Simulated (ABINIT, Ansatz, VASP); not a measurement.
**Code comparison for CsH (Pm-3m, 2 atoms in the cell)**

Self-consistent single point.

```
CsH
1.0
    3.81459     0.00000     0.00000
    0.00000     3.81459     0.00000
    0.00000     0.00000     3.81459
Cs H
1 1
Direct
  0.00000   0.00000   0.00000
  0.50000   0.50000   0.50000
```

All programs got the same cell, k-point mesh and kind of occupations (some realise fixed ones as a very narrow smearing) (in Ansatz's words: kpoints.mp_grid.grid = 7 7 7; scf.occupations.method = fixed); potentials, basis and cutoffs are each program's usual ones.

```csv
code,model,pressure (GPa),gap on the mesh (eV),cutoff
VASP,"LDA (PZ), VASP's LDA PAW potentials (set 64)",-2.24,2.733,300 eV
Ansatz,"LDA (PW92), default PAW files made with PBE",-1.94,2.758,420 eV
ABINIT,"LDA (PW92), PAW (JTH v2.0 LDA PAW)",-1.82,2.731,816 eV
```

Gaps are read on the mesh. Another mesh or the band path gives a smaller gap, so these values are not converged in the mesh.

The spread over the programs that give each value: pressure within 0.42 GPa; gap on the mesh within 0.027 eV.

The starting cell comes from a database of computed structures (which also holds hypothetical and non-ambient phases and stackings), without a prior relaxation at this level. Its lattice was rescaled by a random factor within 2.5 % of one. On Ansatz's run: Another mesh or the band path of this cell gives a smaller gap, so this value is not converged in the mesh.

Problem. Why do the programs differ, and what cannot be compared?

Solution. Differences of this kind can come from the potentials, where these differ, and from what each basis and cutoff leave unconverged. The zero of total energies and Fermi levels follows the potentials and each program's conventions, so they are not compared here. Ansatz's pressure is given at a fixed set of plane waves, as the other plane-wave codes print theirs. The same LDA comes in different parametrisations, which differ slightly.

VASP's run is marked for a possible Pulay error in its stress at this cutoff; no cutoff test was made.

VASP ran the fixed occupations as a Gaussian smearing of 0.01 eV.

Left out of this page: Quantum ESPRESSO, GPAW, CP2K, Elk, FLEUR and SIESTA (not drawn, or without a comparable value).

Ansatz is a program for electronic structure.

Keys are those of Ansatz 0.2.
